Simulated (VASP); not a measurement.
```
Sc
1.0
    1.68810    -2.92387     0.00000
    1.68810     2.92387     0.00000
    0.00000     0.00000     5.37540
Sc
2
Direct
  0.33333   0.66667   0.25000
  0.66667   0.33333   0.75000
```

These are PBE GGA, VASP's PBE PAW potentials (set 64) (plane waves; VASP) values and carry that method's errors. Run with EDIFF = 1E-4, 400 eV cut-off, 11×11×6 Γ-centred mesh, first-order Methfessel-Paxton smearing of 0.10 eV, potentials Sc_sv.

### Question
Give the stress tensor in GPa (positive for a compressed cell).

### Answer

```
-3.24   0.00   0.00
 0.00  -3.24   0.00
 0.00   0.00  -4.54
```
The pressure is its mean diagonal, -3.67 GPa.

The compound is Sc in the hcp structure. The cell was not relaxed at this level. The run is one of a series of settings (EDIFF = 1E-4 against the base run), some of them coarse on purpose.
